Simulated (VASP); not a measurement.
These are revTPSS meta-GGA, VASP's PBE PAW potentials (set 64) (plane waves; VASP) values and carry that method's errors.

A VASP calculation is set up with these files.

KPOINTS_OPT:
```
k-points along high-symmetry lines
6
Line-mode
Reciprocal
  0.000000   0.000000   0.000000 ! GAMMA
  0.000000   0.500000   0.000000 ! M

  0.000000   0.500000   0.000000 ! M
 -0.333333   0.666667   0.000000 ! K

 -0.333333   0.666667   0.000000 ! K
  0.000000   0.000000   0.000000 ! GAMMA

  0.000000   0.000000   0.000000 ! GAMMA
  0.000000   0.000000   0.500000 ! A

  0.000000   0.000000   0.500000 ! A
  0.000000   0.500000   0.500000 ! L

  0.000000   0.500000   0.500000 ! L
 -0.333333   0.666667   0.500000 ! H

 -0.333333   0.666667   0.500000 ! H
  0.000000   0.000000   0.500000 ! A

  0.000000   0.500000   0.500000 ! L
  0.000000   0.500000   0.000000 ! M

 -0.333333   0.666667   0.500000 ! H
 -0.333333   0.666667   0.000000 ! K
```

### INCAR
```
# general
SYSTEM   =  GaN
PREC     =  Accurate
ENCUT    =  520   # plane-wave cut-off (eV)
LREAL    =  F   # projection in real space or not
LASPH    =  T

# electronic loop
EDIFF    =  1E-7   # SCF stop (eV)
NELM     =  100   # most electronic steps
ALGO     =  Normal   # blocked Davidson
LMAXMIX  =  4
LMIXTAU  =  T

# smearing
ISMEAR   =  -5

# functional
METAGGA  =  RTPSS

# ions
ISIF     =  2   # forces and stress, cell fixed

# output
LWAVE    =  F
LCHARG   =  F
LORBIT   =  11   # lm-projected
NEDOS    =  601   # DOS grid

# other
LEFG     =  T
```

**POSCAR**
```
GaN
1
    1.5994588551    -2.7703439631    -0.0000000000
    1.5994588551     2.7703439631     0.0000000000
    0.0000000000     0.0000000000     5.2052851609
Ga N
2 2
Direct
  0.6666670000   0.3333330000   0.5000812930
  0.3333330000   0.6666670000   0.0000812930
  0.6666670000   0.3333330000   0.8769187070
  0.3333330000   0.6666670000   0.3769187070
```

**KPOINTS**
```
Regular mesh
0
gamma
 9 9 5
0 0 0
```

POTCAR, in this order: Ga_d N (PBE.64 set). Program: vasp_std.

Task: What will the output report for the number of irreducible k-points (NKPTS), largest plane-wave count, number of space-group operations, FFT grid (NGX, NGY, NGZ)?

Result: 
```
Quantity                                      Result
--------------------------------------  ------------
number of irreducible k-points (NKPTS)            36
largest plane-wave count                        1269
number of space-group operations                  12
FFT grid (NGX, NGY, NGZ)                24 × 24 × 40
```

The compound is GaN in the wurtzite structure. It was relaxed first.
